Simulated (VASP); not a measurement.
An input for Quantum ESPRESSO's pw.x (written as the equivalent of a VASP run, and not itself run):

```
&CONTROL
  calculation = 'scf'
  pseudo_dir = './pseudo'
  outdir = './out'
  tprnfor = .true.
  tstress = .true.
/
&SYSTEM
  ibrav = 0
  nat = 3
  ntyp = 2
  ecutwfc = 86
  occupations = 'smearing'
  smearing = 'gaussian'
  degauss = 0.009996
  input_dft = 'pbe'
/
&ELECTRONS
  conv_thr = 7.3e-08
  electron_maxstep = 100
/
ATOMIC_SPECIES
  Ti 47.867 Ti.upf
  Se 78.971 Se.upf
CELL_PARAMETERS angstrom
     3.5433350    0.0000000    0.0000000
    -1.7716680    3.0686190    0.0000000
     0.0000000    0.0000000   16.9400230
ATOMIC_POSITIONS crystal
  Ti   0.0000000  0.0000000  0.5000000
  Se   0.3333330  0.6666670  0.5867770
  Se   0.6666670  0.3333330  0.4132230
K_POINTS automatic
  6 6 1 0 0 0
```

Problem. Translate this input to VASP (INCAR, KPOINTS, POSCAR, choice of POTCAR).

Solution. This is not unique; one that fits is 
**POSCAR**
```
TiSe2
16.9400230
  0.2091694327   0.0000000000   0.0000000000
 -0.1045847458   0.1811460941   0.0000000000
  0.0000000000   0.0000000000   1.0000000000
Ti Se
1 2
Cart
  0.0000000000   0.0000000000   0.5000000000
 -0.0000001243   0.1207641231   0.5867770000
  0.1045848111   0.0603819710   0.4132230000
```

File KPOINTS:
```
kpoints
0
gamma
  6 6 1
```

### INCAR
```
LASPH = T   # aspherical one-centre terms
GGA = PE
ALGO = Normal   # blocked Davidson
ISMEAR = 0
PREC = Accurate
EDIFF = 1E-6
LCHARG = F
ENCUT = 345   # plane-wave cut-off (eV)
ISIF = 2
LWAVE = F
LREAL = F   # projection in real space or not
NELM = 100
LMAXMIX = 4   # l cut-off of mixed one-centre charges
SYSTEM = TiSe2
SIGMA = 0.136   # width (eV)
```

POTCAR, in this order: Ti_sv Se (PBE.64 set). Program: vasp_std.

What does not carry over: the potentials are each code's own (VASP's PAW set, PseudoDojo norm-conserving files in pw.x), so ENCUT and ecutwfc are chosen apart and not converted; conv_thr bounds pw.x's estimated SCF error, while EDIFF bounds the energy change between steps.

The cell is a sheet with vacuum, built from a generated structure.
